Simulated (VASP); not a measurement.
# Lattice of Rhodium, functional by functional, part 2 of 2

How much does the relaxed cell of Rhodium depend on the functional? The starting structure is a measured crystal structure from the Crystallography Open Database. The first relaxation on each setting starts from this cell expanded by 3 % in volume.

VASP 6.6.1.

Results so far: PBEsol 13.49 Å³ an atom; LDA 13.25 Å³ an atom; PBE 14.04 Å³ an atom.

### Step 5. Relaxation with PBEsol + D3(BJ)

Level of this step: PBEsol with D3(BJ); plane waves and PAW (Rh_pv) (VASP).

D3 with Becke-Johnson damping keeps a finite attraction at short range. This run starts from the cell of an earlier relaxation, which isn't shown; the restart sets up the plane waves anew.

The input, INCAR:

```
SYSTEM = Rh
PREC = Accurate
ENCUT = 450
EDIFF = 1E-06
NELM = 100
ISMEAR = 1
SIGMA = 0.15
LREAL = .FALSE.
ALGO = Normal
GGA = PS
IVDW = 12
NBANDS = 13
LORBIT = 11
LWAVE = .FALSE.
LCHARG = .FALSE.
KPAR = 4
IBRION = 2
NSW = 50
ISIF = 3
EDIFFG = -0.004
```

The input, POSCAR:

```
Rh
1.0
    0.0000000000      1.8741632355      1.8741632355
    1.8741632355      0.0000000000      1.8741632355
    1.8741632355      1.8741632355      0.0000000000
Rh
1
Direct
    0.0000000000      0.0000000000      0.0000000000
```

The input, KPOINTS:

```
Automatic mesh
0
Gamma
20 20 20
0 0 0
```

Potentials, in the order of the species: Rh_pv (PBE family, release 64).

Launch:

```bash
mpirun -np 4 vasp_std
```

Output:

```text
[banner, memory and clock lines left out]
running    4 mpi-ranks, on    1 nodes
[...]
[... a notice as in an earlier step ...]

 LDA part: xc-table for (Slater+PW92), standard interpolation
 POSCAR, INCAR and KPOINTS ok, starting setup
[...]
entering main loop
       N       E                     dE             d eps       ncg     rms          rms(c)
DAV:   1     0.108399632465E+03    0.10840E+03   -0.82790E+03  6682   0.112E+03
DAV:   2    -0.738191225817E+01   -0.11578E+03   -0.11088E+03  7081   0.337E+02
DAV:   3    -0.874892365961E+01   -0.13670E+01   -0.13643E+01  8006   0.408E+01
DAV:   4    -0.875485058042E+01   -0.59269E-02   -0.59257E-02  7641   0.277E+00
[...]
DAV:   9    -0.812993685457E+01    0.49166E-03   -0.11255E-03  8016   0.487E-01    0.205E-02
DAV:  10    -0.812994261384E+01   -0.57593E-05   -0.10888E-05  7696   0.406E-02    0.858E-03
DAV:  11    -0.812994190615E+01    0.70768E-06   -0.28898E-06  7596   0.225E-02
   1 F= -.87653262E+01 E0= -.87656063E+01  d E =-.876533E+01
[...]
DAV:   2    -0.812894963643E+01    0.68896E-03   -0.13704E-03  6786   0.521E-01    0.325E-02
DAV:   3    -0.812894407533E+01    0.55611E-05   -0.20657E-05  7526   0.577E-02    0.179E-02
DAV:   4    -0.812894832827E+01   -0.42529E-05   -0.48384E-06  6941   0.263E-02    0.138E-03
DAV:   5    -0.812894816505E+01    0.16322E-06   -0.93818E-08  3788   0.446E-03
   2 F= -.87653118E+01 E0= -.87655899E+01  d E =0.144521E-04
 trial-energy change:    0.000014  1 .order    0.000015   -0.000016    0.000046
 step:   0.2575(harm=  0.2575)  dis= 0.00000  next Energy=    -8.765328 (dE=-0.207E-05)
[...]
N       E                     dE             d eps       ncg     rms          rms(c)
DAV:   1    -0.813007434867E+01   -0.11260E-02   -0.50752E-03  6756   0.107E+00    0.145E-01
DAV:   2    -0.812969787892E+01    0.37647E-03   -0.75746E-04  6776   0.387E-01    0.244E-02
DAV:   3    -0.812969298839E+01    0.48905E-05   -0.11176E-05  7336   0.424E-02    0.134E-02
DAV:   4    -0.812969186821E+01    0.11202E-05   -0.26515E-06  6847   0.194E-02    0.100E-03
DAV:   5    -0.812969194328E+01   -0.75067E-07   -0.49760E-08  3538   0.323E-03
   3 F= -.87653280E+01 E0= -.87656076E+01  d E =-.181297E-05
[...]
reached required accuracy - stopping structural energy minimisation
```

Run time: 26 s. Hardware: 4 MPI ranks of AMD EPYC 7R43, shared host; peak memory 0.51 GiB.

Parts of OUTCAR (step 5):

```text
 Edisp (eV)   -0.63636

 Edisp (eV)   -0.63564

  Total       0.00102     0.00102     0.00102     0.00000    -0.00000     0.00000
  in kB       0.12399     0.12399     0.12399     0.00000    -0.00000     0.00000
  external pressure =        0.12 kB  Pullay stress =        0.00 kB

 POSITION                                       TOTAL-FORCE (eV/Angst)
 -----------------------------------------------------------------------------------
      0.00000      0.00000      0.00000         0.000000      0.000000      0.000000
 -----------------------------------------------------------------------------------
    total drift:                                0.000000      0.000000      0.000000

  FREE ENERGIE OF THE ION-ELECTRON SYSTEM (eV)
  ---------------------------------------------------
  free  energy   TOTEN  =        -8.7653280243 eV

  energy  without entropy=       -8.7661666136  energy(sigma->0) =       -8.76560755

[... 2 parts as in an earlier step ...]

[... 2 further parts left out ...]
[key lines of the parts left out:]
E-fermi :  12.5817
```

With PBEsol + D3(BJ) the relaxed cell holds 13.161 Å³ an atom, -4.30 % against the measured cell, with a = 3.748 Å. That is -2.44 % from PBEsol. Pressures at 0.985 and 1.015 times this volume, from two more relaxations that aren't shown, give a bulk modulus of 321.5 GPa.

### Step 6. Relaxation with r2SCAN

r2SCAN adds the kinetic-energy density, costs more than a GGA and is run with LASPH.

INCAR, as its differences from that of step 5:

```diff
@@ -9,4 +9,4 @@
 ALGO = Normal
-GGA = PS
-IVDW = 12
+METAGGA = R2SCAN
+LASPH = .TRUE.
 NBANDS = 13
```

The input, POSCAR:

```
Rh
1.0
    0.0000000000      1.9203784522      1.9203784522
    1.9203784522      0.0000000000      1.9203784522
    1.9203784522      1.9203784522      0.0000000000
Rh
1
Direct
    0.0000000000      0.0000000000      0.0000000000
```

KPOINTS is that of step 5.

Launch:

```bash
mpirun -np 4 vasp_std
```

Output:

```text
[banner, memory and clock lines left out]
running    4 mpi-ranks, on    1 nodes
[...]
[... a notice as in an earlier step ...]

 LDA part: xc-table for (None), standard interpolation
 POSCAR, INCAR and KPOINTS ok, starting setup
[...]
entering main loop
       N       E                     dE             d eps       ncg     rms          rms(c)
DAV:   1     0.928454494553E+02    0.92845E+02   -0.84390E+03  6696   0.113E+03
DAV:   2    -0.276346561701E+02   -0.12048E+03   -0.11550E+03  7156   0.342E+02
DAV:   3    -0.291149579940E+02   -0.14803E+01   -0.14765E+01  7906   0.430E+01
DAV:   4    -0.291210651920E+02   -0.61072E-02   -0.61055E-02  7621   0.287E+00
[...]
DAV:  10    -0.241292354051E+02   -0.54248E-04   -0.17155E-04  6946   0.162E-01    0.362E-02
DAV:  11    -0.241292224795E+02    0.12926E-04   -0.17089E-05  6906   0.570E-02    0.833E-04
DAV:  12    -0.241292224720E+02    0.74992E-08   -0.15701E-07  4048   0.484E-03
   1 F= -.24129222E+02 E0= -.24129665E+02  d E =-.241292E+02
[... from here on, the cycles between the ionic steps are left out ...]
   2 F= -.24075089E+02 E0= -.24075368E+02  d E =0.541333E-01
   3 F= -.24138848E+02 E0= -.24139244E+02  d E =-.962546E-02
   4 F= -.24138855E+02 E0= -.24139249E+02  d E =-.963217E-02
[...]
reached required accuracy - stopping structural energy minimisation
```

Run time: 4.1 min. Hardware: 4 MPI ranks; peak memory 0.52 GiB; 16 min of CPU time.

From OUTCAR (step 6):

```text
  Total        0.0017606      0.0017606      0.0017606      0.0000000     -0.0000000      0.0000000
  in kB        0.2048976      0.2048976      0.2048976      0.0000000     -0.0000000      0.0000000
  external PRESSURE =       0.2048976 kB  Pullay stress =       0.0000000 kB

 POSITION                                       TOTAL-FORCE (eV/Angst)
 -----------------------------------------------------------------------------------
      0.00000      0.00000      0.00000         0.000000      0.000000     -0.000000
 -----------------------------------------------------------------------------------
    total drift:                               -0.000000     -0.000000     -0.000000

  FREE ENERGIE OF THE ION-ELECTRON SYSTEM (eV)
  ---------------------------------------------------
  free  energy   TOTEN  =       -24.1388546391 eV

  energy  without entropy=      -24.1400378714  energy(sigma->0) =      -24.13924905

[... 2 parts as in an earlier step ...]

[... 2 further parts left out ...]
[key lines of the parts left out:]
E-fermi :  11.7136
```

With r2SCAN the relaxed cell holds 13.767 Å³ an atom, +0.11 % against the measured cell, with a = 3.805 Å. That is +2.05 % from PBEsol. Pressures at 0.985 and 1.015 times this volume, from two more relaxations that aren't shown, give a bulk modulus of 283.2 GPa.

### Step 7. Relaxation with r2SCAN + rVV10

rVV10 adds a nonlocal correlation energy for dispersion. This run starts from the cell of an earlier relaxation, which isn't shown; the restart sets up the plane waves anew.

INCAR, as its differences from that of step 6:

```diff
@@ -10,2 +10,6 @@
 METAGGA = R2SCAN
+LUSE_VDW = .TRUE.
+IVDW_NL = 2
+BPARAM = 11.95
+CPARAM = 0.0093
 LASPH = .TRUE.
```

The input, POSCAR:

```
Rh
1.0
    0.0000000000      1.8969009804      1.8969009804
    1.8969009804      0.0000000000      1.8969009804
    1.8969009804      1.8969009804      0.0000000000
Rh
1
Direct
    0.0000000000      0.0000000000      0.0000000000
```

KPOINTS is that of step 6.

Launch:

```bash
mpirun -np 4 vasp_std
```

Output:

```text
[banner, memory and clock lines left out]
running    4 mpi-ranks, on    1 nodes
[...]
|                                                                             |
|               ----> ADVICE to this user running VASP <----                  |
|                                                                             |
|     You have switched on vdW-DFT.                                           |
|     This routine was written and supplied by Jiri Klimes. We recommend      |
|     that you carefully read and cite the following publications:            |
|       J. Klimes, D.R. Bowler, A. Michelides                                 |
|          J. Phys.: Cond Matt. 22 022201 (2010)                              |
|       J. Klimes, D.R. Bowler, A. Michelides                                 |
|          Phys. Rev. B. 83, 195131 (2011)                                    |
|     and references therein.                                                 |
|                                                                             |

[...]
DAV:   1    -0.238419134820E+02   -0.19267E-03   -0.24002E-03  6656   0.749E-01    0.957E-02
Total rVV10 correction in eV:      0.2953339    15.8182996
Total rVV10 correction in eV:      0.2953339    15.8182996
Total rVV10 correction in eV:      0.2953339    15.8182996
Total rVV10 correction in eV:      0.2953339    15.8182996
DAV:   2    -0.238417271776E+02    0.18630E-03   -0.34895E-04  6681   0.270E-01    0.166E-02
Total rVV10 correction in eV:      0.2953271    15.8182996
Total rVV10 correction in eV:      0.2953271    15.8182996
Total rVV10 correction in eV:      0.2953271    15.8182996
Total rVV10 correction in eV:      0.2953271    15.8182996
DAV:   3    -0.238417262922E+02    0.88535E-06   -0.59368E-06  6841   0.282E-02
Total rVV10 correction in eV:      0.2952875    15.8182996
Total rVV10 correction in eV:      0.2952875    15.8182996
Total rVV10 correction in eV:      0.2952875    15.8182996
Total rVV10 correction in eV:      0.2952875    15.8182996
Total rVV10 correction in eV:      0.2952920    15.8182996
Total rVV10 correction in eV:      0.2952920    15.8182996
Total rVV10 correction in eV:      0.2952920    15.8182996
Total rVV10 correction in eV:      0.2952920    15.8182996
   3 F= -.23841726E+02 E0= -.23842100E+02  d E =-.683067E-06
[...]
reached required accuracy - stopping structural energy minimisation
```

Wall time 2 min (4 MPI ranks); peak memory 0.7 GiB.

OUTCAR, selected parts (step 7):

```text
  Total        0.0037881      0.0037881      0.0037881      0.0000000      0.0000000      0.0000000
  in kB        0.4447177      0.4447177      0.4447177      0.0000000      0.0000000      0.0000000
  external PRESSURE =       0.4447177 kB  Pullay stress =       0.0000000 kB

 POSITION                                       TOTAL-FORCE (eV/Angst)
 -----------------------------------------------------------------------------------
      0.00000      0.00000      0.00000         0.000000      0.000000     -0.000000
 -----------------------------------------------------------------------------------
    total drift:                               -0.000000     -0.000000      0.000000

  FREE ENERGIE OF THE ION-ELECTRON SYSTEM (eV)
  ---------------------------------------------------
  free  energy   TOTEN  =       -23.8417262922 eV

  energy  without entropy=      -23.8428482659  energy(sigma->0) =      -23.84210028

[... 2 parts as in an earlier step ...]

[... 2 further parts left out ...]
[key lines of the parts left out:]
E-fermi :  11.8661
```

With r2SCAN + rVV10 the relaxed cell holds 13.647 Å³ an atom, -0.76 % against the measured cell, with a = 3.793 Å. That is +1.17 % from PBEsol. Pressures at 0.985 and 1.015 times this volume, from two more relaxations that aren't shown, give a bulk modulus of 293.7 GPa.

### Step 8. Relaxation with rev-vdW-DF2

rev-vdW-DF2 revises the exchange of vdW-DF2 for solids.

INCAR, as its differences from that of step 7:

```diff
@@ -9,7 +9,8 @@
 ALGO = Normal
-METAGGA = R2SCAN
+GGA = MK
+AGGAC = 0
 LUSE_VDW = .TRUE.
-IVDW_NL = 2
-BPARAM = 11.95
-CPARAM = 0.0093
+PARAM1 = 0.1234
+PARAM2 = 0.711357
+ZAB_VDW = -1.8867
 LASPH = .TRUE.
```

The input, POSCAR:

```
Rh
1.0
    0.0000000000      1.9203784522      1.9203784522
    1.9203784522      0.0000000000      1.9203784522
    1.9203784522      1.9203784522      0.0000000000
Rh
1
Direct
    0.0000000000      0.0000000000      0.0000000000
```

KPOINTS is that of step 7.

Launch:

```bash
mpirun -np 4 vasp_std
```

Output:

```text
[banner, memory and clock lines left out]
running    4 mpi-ranks, on    1 nodes
[...]
[... a notice as in an earlier step ...]

 [... a notice as in an earlier step ...]

 LDA part: xc-table for (Slater+PW92), standard interpolation
 POSCAR, INCAR and KPOINTS ok, starting setup
[...]
entering main loop
       N       E                     dE             d eps       ncg     rms          rms(c)
DAV:   1     0.112532972568E+03    0.11253E+03   -0.83080E+03  6688   0.111E+03
DAV:   2    -0.356082243413E+01   -0.11609E+03   -0.11121E+03  7136   0.333E+02
DAV:   3    -0.496211372333E+01   -0.14013E+01   -0.13984E+01  7851   0.409E+01
DAV:   4    -0.496878497460E+01   -0.66713E-02   -0.66706E-02  7792   0.292E+00
[...]
DAV:   9    -0.444040317397E+01    0.28257E-03   -0.58573E-04  8376   0.344E-01    0.223E-02
DAV:  10    -0.444040551152E+01   -0.23376E-05   -0.17977E-05  7840   0.559E-02    0.916E-03
DAV:  11    -0.444040458860E+01    0.92292E-06   -0.67634E-07  5838   0.879E-03
   1 F= -.44404046E+01 E0= -.44408374E+01  d E =-.444040E+01
[... from here on, the cycles between the ionic steps are left out ...]
   2 F= -.43961075E+01 E0= -.43963998E+01  d E =0.442970E-01
   3 F= -.44490670E+01 E0= -.44494568E+01  d E =-.866237E-02
   4 F= -.44490702E+01 E0= -.44494590E+01  d E =-.866565E-02
   5 F= -.44490684E+01 E0= -.44494580E+01  d E =0.186162E-05
   6 F= -.44490707E+01 E0= -.44494597E+01  d E =-.414562E-06
[...]
reached required accuracy - stopping structural energy minimisation
```

Elapsed: 78 s, on 4 MPI ranks; peak memory 0.93 GiB.

From OUTCAR (step 8):

```text
  Total       -0.0010095     -0.0010095     -0.0010095      0.0000000     -0.0000000     -0.0000000
  in kB       -0.1173355     -0.1173355     -0.1173355      0.0000000     -0.0000000     -0.0000000
  external PRESSURE =      -0.1173355 kB  Pullay stress =       0.0000000 kB

  FREE ENERGIE OF THE ION-ELECTRON SYSTEM (eV)
  ---------------------------------------------------
  free  energy   TOTEN  =        -4.4490706581 eV

  energy  without entropy=       -4.4502377884  energy(sigma->0) =       -4.44945970

[... 3 parts as in an earlier step ...]

[... 2 further parts left out ...]
[key lines of the parts left out:]
E-fermi :  11.7424
```

With rev-vdW-DF2 the relaxed cell holds 13.785 Å³ an atom, +0.24 % against the measured cell, with a = 3.806 Å. That is +2.19 % from PBEsol. Pressures at 0.985 and 1.015 times this volume, from two more relaxations that aren't shown, give a bulk modulus of 275.8 GPa.

### Step 9. Relaxation with AM05

AM05 is built from the electron gas and the surface model, and does well on lattice constants. This run starts from the cell of an earlier relaxation, which isn't shown; the restart sets up the plane waves anew.

INCAR, as its differences from that of step 8:

```diff
@@ -9,9 +9,3 @@
 ALGO = Normal
-GGA = MK
-AGGAC = 0
-LUSE_VDW = .TRUE.
-PARAM1 = 0.1234
-PARAM2 = 0.711357
-ZAB_VDW = -1.8867
-LASPH = .TRUE.
+GGA = AM
 NBANDS = 13
```

The input, POSCAR:

```
Rh
1.0
    0.0000000000      1.8860091380      1.8860091380
    1.8860091380      0.0000000000      1.8860091380
    1.8860091380      1.8860091380      0.0000000000
Rh
1
Direct
    0.0000000000      0.0000000000      0.0000000000
```

KPOINTS is that of step 8.

Launch:

```bash
mpirun -np 4 vasp_std
```

Output:

```text
[... set-up lines as in an earlier step ...]
 entering main loop
       N       E                     dE             d eps       ncg     rms          rms(c)
DAV:   1     0.106987336435E+03    0.10699E+03   -0.82474E+03  6714   0.111E+03
DAV:   2    -0.711189670068E+01   -0.11410E+03   -0.10916E+03  7066   0.333E+02
DAV:   3    -0.845987272345E+01   -0.13480E+01   -0.13459E+01  7936   0.404E+01
DAV:   4    -0.846618818413E+01   -0.63155E-02   -0.63145E-02  7614   0.283E+00
[...]
DAV:   9    -0.785304228157E+01    0.41045E-03   -0.95253E-04  8101   0.447E-01    0.184E-02
DAV:  10    -0.785304721748E+01   -0.49359E-05   -0.88707E-06  7704   0.364E-02    0.694E-03
DAV:  11    -0.785304810442E+01   -0.88695E-06   -0.98831E-07  6326   0.115E-02
   1 F= -.78530481E+01 E0= -.78533472E+01  d E =-.785305E+01
[...]
2 F= -.78530243E+01 E0= -.78533209E+01  d E =0.238522E-04
[...]
3 F= -.78530510E+01 E0= -.78533494E+01  d E =-.286347E-05
[...]
4 F= -.78530508E+01 E0= -.78533495E+01  d E =-.268407E-05
[...]
5 F= -.78530509E+01 E0= -.78533494E+01  d E =-.274689E-05
[...]
reached required accuracy - stopping structural energy minimisation
```

Run time: 22 s. Hardware: 4 MPI ranks; peak memory 0.48 GiB.

OUTCAR, selected parts (step 9):

```text
  Total       -0.0018055     -0.0018055     -0.0018055      0.0000000     -0.0000000      0.0000000
  in kB       -0.2156815     -0.2156815     -0.2156815      0.0000000     -0.0000000      0.0000000
  external PRESSURE =      -0.2156815 kB  Pullay stress =       0.0000000 kB

 POSITION                                       TOTAL-FORCE (eV/Angst)
 -----------------------------------------------------------------------------------
      0.00000      0.00000      0.00000         0.000000      0.000000     -0.000000
 -----------------------------------------------------------------------------------
    total drift:                                0.000000     -0.000000      0.000000

  FREE ENERGIE OF THE ION-ELECTRON SYSTEM (eV)
  ---------------------------------------------------
  free  energy   TOTEN  =        -7.8530508513 eV

  energy  without entropy=       -7.8539465898  energy(sigma->0) =       -7.85334943

[... 2 parts as in an earlier step ...]

[... 2 further parts left out ...]
[key lines of the parts left out:]
E-fermi :  12.2110
```

With AM05 the relaxed cell holds 13.412 Å³ an atom, -2.47 % against the measured cell, with a = 3.772 Å. That is -0.58 % from PBEsol. Pressures at 0.985 and 1.015 times this volume, from two more relaxations that aren't shown, give a bulk modulus of 297.7 GPa.

### Step 10. Comparison

```csv
level,volume (Å³/atom),against the measured cell (%),a (Å),bulk modulus (GPa),pressure left (GPa),core minutes
PBEsol,13.49,-1.9,3.7788,297.2,0.01,6.73
LDA,13.251,-3.64,3.7564,318.0,0.01,6.07
PBE,14.036,2.07,3.8291,258.6,-0.01,3.2
PBEsol + D3(BJ),13.161,-4.3,3.7478,321.5,0.01,5.87
r2SCAN,13.767,0.11,3.8045,283.2,0.02,16.4
r2SCAN + rVV10,13.647,-0.76,3.7934,293.7,0.04,22.1
rev-vdW-DF2,13.785,0.24,3.8062,275.8,-0.01,5.2
AM05,13.412,-2.47,3.7715,297.7,-0.02,4.73
```

Core minutes are wall time times ranks, summed over the relaxations behind a row (those for a bulk modulus apart), on shared hosts.

### Step 11. What came out

```json
{"volume, PBEsol": "13.49 Å³/atom", "volume, LDA": "13.25 Å³/atom", "volume, PBE": "14.04 Å³/atom", "volume, PBEsol + D3(BJ)": "13.16 Å³/atom", "volume, r2SCAN": "13.77 Å³/atom", "volume, r2SCAN + rVV10": "13.65 Å³/atom", "volume, rev-vdW-DF2": "13.78 Å³/atom", "volume, AM05": "13.41 Å³/atom"}
```

**Reading.** Across 8 levels the volume of Rhodium spans 6.6 %, from 13.16 Å³ an atom (PBEsol + D3(BJ)) to 14.04 Å³ (PBE). Against the measured volume of the starting structure, r2SCAN comes nearest (+0.1 %) and PBEsol + D3(BJ) lies farthest (-4.3 %). The measured cell holds zero-point expansion and, unless it was taken cold, thermal expansion, which the runs lack, so small differences decide nothing. Adding D3(BJ) to PBEsol changes the volume by -2.4 %. Adding rVV10 to r2SCAN changes the volume by -0.9 %. The bulk modulus goes from 258.6 GPa (PBE) to 321.5 GPa (PBEsol + D3(BJ)). LASPH is on in some of these runs and off in others, which adds a little to the differences. All runs keep the symmetry of the start, so they can't find a distortion of lower symmetry. Further runs on this material are not shown.

[Lines on the potential files, build, host, timing and source positions are cut from VASP's logs without a mark.]

[Logs are printed without paths, hosts, clocks, repeated set-up lines and the standing remarks that a program may print on its own settings, such as how far it seeks lower states.]

[Hosts, paths, dates, database ids (printed as entryN), source tags and the programs' standing remarks are cut or masked in the printed files.]
